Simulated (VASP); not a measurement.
ZrC, 2 atoms in the cell. It takes space group Fm-3m (No. 225, cubic). The conventional cell has a = 4.700 Å, b = 4.700 Å, c = 4.700 Å, α = 90.00°, β = 90.00°, γ = 90.00°. Zr (site symmetry m-3m) is surrounded by 6 C at 2.35 Å. Around C (site symmetry m-3m) lie 6 Zr at 2.35 Å. 

```yaml
Program: VASP 6.6.1
Task: relaxation of cell and atoms
Functional: PBE
Potentials_or_basis: VASP PAW PBE potentials, release 64 (Zr_sv, C)
Cutoff: 520 eV
k_mesh: 16 × 16 × 16
Occupations: gaussian, width 0.1 eV
Spin: no spin polarisation
Further_INCAR_settings: ALGO = Normal; EDIFF = 1e-07; IBRION = 2; EDIFFG = -0.002; NSW = 80; ISIF = 3
```

Potentials or basis: VASP PAW PBE potentials, release 64 (Zr_sv, C).

Launch:

```console
$ cat potpaw_PBE.64/Zr_sv/POTCAR potpaw_PBE.64/C/POTCAR > POTCAR
$ mpirun -np 1 vasp_std > vasp.out
```

Hardware: 1 thread of Intel(R) Xeon(R) Platinum 8488C (Sapphire Rapids), with other jobs on the host.

Q: Estimate the wall time of this run.

A: It took 3.5 min on 1 thread of Intel(R) Xeon(R) Platinum 8488C (Sapphire Rapids), with other jobs on the host, peak memory 0.2 GiB. Counts: scf iterations 95, k points 145, ion steps 29.
